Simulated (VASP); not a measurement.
Output of a VASP run:

**OSZICAR**
```
...
       N       E                     dE             d eps       ncg     rms          rms(c)
DAV:   1    -0.222647306880E+03   -0.12224E+00   -0.47236E+00  3168   0.134E+01    0.101E+01
DAV:   2    -0.222554217158E+03    0.93090E-01   -0.38181E-01  3168   0.346E+00    0.181E+00
DAV:   3    -0.222522324416E+03    0.31893E-01   -0.76268E-02  3806   0.136E+00    0.709E-01
DAV:   4    -0.222512438750E+03    0.98857E-02   -0.15410E-02  3859   0.720E-01    0.572E-01
DAV:   5    -0.222511877061E+03    0.56169E-03   -0.25459E-03  3815   0.354E-01    0.481E-01
DAV:   6    -0.222511758210E+03    0.11885E-03   -0.16600E-03  3554   0.290E-01    0.104E-01
DAV:   7    -0.222512021522E+03   -0.26331E-03   -0.40294E-04  3549   0.152E-01    0.381E-02
DAV:   8    -0.222512028249E+03   -0.67271E-05   -0.77409E-05  3775   0.691E-02    0.384E-02
DAV:   9    -0.222512052745E+03   -0.24495E-04   -0.25341E-05  3609   0.387E-02    0.124E-02
DAV:  10    -0.222512055426E+03   -0.26812E-05   -0.58242E-06  3602   0.181E-02    0.707E-03
DAV:  11    -0.222512056866E+03   -0.14405E-05   -0.72476E-07  2041   0.598E-03    0.971E-04
DAV:  12    -0.222512056951E+03   -0.84390E-07   -0.89663E-08  1823   0.217E-03
   2 F= -.22251206E+03 E0= -.22251171E+03  d E =0.130102E-01
       N       E                     dE             d eps       ncg     rms          rms(c)
DAV:   1    -0.222586005217E+03   -0.73948E-01   -0.16583E+00  3168   0.791E+00    0.586E+00
DAV:   2    -0.222552483899E+03    0.33521E-01   -0.12601E-01  3168   0.201E+00    0.106E+00
DAV:   3    -0.222540785480E+03    0.11698E-01   -0.26361E-02  3820   0.823E-01    0.417E-01
DAV:   4    -0.222537400956E+03    0.33845E-02   -0.52373E-03  3845   0.422E-01    0.364E-01
DAV:   5    -0.222537116345E+03    0.28461E-03   -0.89455E-04  3808   0.210E-01    0.284E-01
DAV:   6    -0.222537187157E+03   -0.70813E-04   -0.63384E-04  3510   0.180E-01    0.569E-02
DAV:   7    -0.222537274743E+03   -0.87585E-04   -0.13576E-04  3536   0.898E-02    0.263E-02
DAV:   8    -0.222537270930E+03    0.38127E-05   -0.25653E-05  3785   0.399E-02    0.212E-02
DAV:   9    -0.222537282258E+03   -0.11328E-04   -0.86826E-06  3589   0.230E-02    0.660E-03
DAV:  10    -0.222537282033E+03    0.22461E-06   -0.13855E-06  1994   0.873E-03
   3 F= -.22253728E+03 E0= -.22253694E+03  d E =-.122149E-01
       N       E                     dE             d eps       ncg     rms          rms(c)
DAV:   1    -0.222537290018E+03   -0.77600E-05   -0.31857E-04  3202   0.110E-01    0.816E-02
DAV:   2    -0.222537282410E+03    0.76082E-05   -0.24405E-05  3226   0.279E-02    0.148E-02
DAV:   3    -0.222537280228E+03    0.21815E-05   -0.45332E-06  3065   0.111E-02    0.562E-03
DAV:   4    -0.222537279807E+03    0.42101E-06   -0.14216E-06  1838   0.757E-03
   4 F= -.22253728E+03 E0= -.22253693E+03  d E =-.122127E-01
       N       E                     dE             d eps       ncg     rms          rms(c)
DAV:   1    -0.222537801792E+03   -0.52156E-03   -0.24703E-02  3345   0.894E-01    0.224E-01
DAV:   2    -0.222537624027E+03    0.17776E-03   -0.67408E-04  4006   0.141E-01    0.720E-02
DAV:   3    -0.222537632010E+03   -0.79829E-05   -0.69295E-05  3840   0.518E-02    0.340E-02
DAV:   4    -0.222537611850E+03    0.20160E-04   -0.38895E-05  4032   0.337E-02    0.174E-02
DAV:   5    -0.222537616129E+03   -0.42798E-05   -0.12555E-05  3715   0.219E-02    0.894E-03
DAV:   6    -0.222537615342E+03    0.78749E-06   -0.45531E-06  3394   0.151E-02
   5 F= -.22253762E+03 E0= -.22253724E+03  d E =-.335535E-03
```

**OUTCAR**
```
------------------------ aborting loop because EDIFF is reached ----------------------------------------
  FORCE on cell =-STRESS in cart. coord.  units (eV):
  Direction    XX          YY          ZZ          XY          YZ          ZX
  --------------------------------------------------------------------------------------
  Total        0.0355446     -0.0273716      0.0370289      0.0000000      0.0000000      0.0000000
  in kB        0.4217641     -0.3247860      0.4393772      0.0000000      0.0000000      0.0000000
  external PRESSURE =       0.1787851 kB  Pullay stress =       0.0000000 kB
  volume of cell :      135.03
      direct lattice vectors                 reciprocal lattice vectors
     6.865677809  0.000000000  0.000000000     0.145652043  0.000000000  0.000000000
     0.000000000  3.763577343 -0.000000000     0.000000000  0.265704650  0.000000000
     0.000000000 -0.000000000  5.225525692     0.000000000  0.000000000  0.191368306
 POSITION                                       TOTAL-FORCE (eV/Angst)
 -----------------------------------------------------------------------------------
      4.63560      0.94089      1.95701         0.006140     -0.000000      0.010938
      2.23007      2.82268      3.26851        -0.006140      0.000000     -0.010938
      5.66291      2.82268      4.56977        -0.006140     -0.000000      0.010938
      1.20276      0.94089      0.65575         0.006140      0.000000     -0.010938
      3.72865      0.94089      4.49567        -0.004365     -0.000000      0.011495
      3.13702      2.82268      0.72986         0.004365      0.000000     -0.011495
      6.56986      2.82268      1.88291         0.004365     -0.000000      0.011495
      0.29582      0.94089      3.34262        -0.004365      0.000000     -0.011495
 -----------------------------------------------------------------------------------
    total drift:                                0.000000     -0.000000     -0.000000
  FREE ENERGIE OF THE ION-ELECTRON SYSTEM (eV)
  ---------------------------------------------------
  free  energy   TOTEN  =      -222.5376153419 eV

  energy  without entropy=     -222.5364818800  energy(sigma->0) =     -222.53723752

 reached required accuracy - stopping structural energy minimisation
```
(Selected blocks of OUTCAR.)

**POSCAR**
```
HfSi
1
    6.8251528229     0.0000000000     0.0000000000
    0.0000000000     3.7509107624    -0.0000000000
    0.0000000000    -0.0000000000     5.2072109015
Hf Si
4 4
Direct
  0.6752101132   0.2500000000   0.3745064520
  0.3247898868   0.7500000000   0.6254935480
  0.8247898868   0.7500000000   0.8745064520
  0.1752101132   0.2500000000   0.1254935480
  0.5432853721   0.2500000000   0.8597838994
  0.4567146279   0.7500000000   0.1402161006
  0.9567146279   0.7500000000   0.3597838994
  0.0432853721   0.2500000000   0.6402161006
```

Problem. Reconstruct the remaining input files.

Solution. Several could match; the one computed here: the input of the run itself, r2SCAN meta-GGA, plane waves, VASP's PBE PAW potentials (set 64).

INCAR:
```
! general
SYSTEM   =  HfSi
PREC     =  Accurate
ENCUT    =  400
LREAL    =  .False.
LASPH    =  .True.

! electronic loop
EDIFF    =  1E-6
NELM     =  100
ALGO     =  Normal
LMAXMIX  =  6
LMIXTAU  =  .True.

! smearing
ISMEAR   =  1
SIGMA    =  0.1

! functional
METAGGA  =  R2SCAN

! ions
IBRION   =  2
NSW      =  60
ISIF     =  3
EDIFFG   =  -0.02

! output
LWAVE    =  .False.
LCHARG   =  .False.
```

**KPOINTS**
```
Automatic mesh
0
Gamma
4 7 6
0 0 0
```

POTCAR, in this order: Hf_pv Si (PBE.64 set). Program: vasp_std.

The structure comes from a computed database's HfSi entry (Pnma); how it stands against other phases isn't given here. This run relaxes it. Symmetry was kept, so distortions that lower it aren't found. The start is the result of an earlier pass.
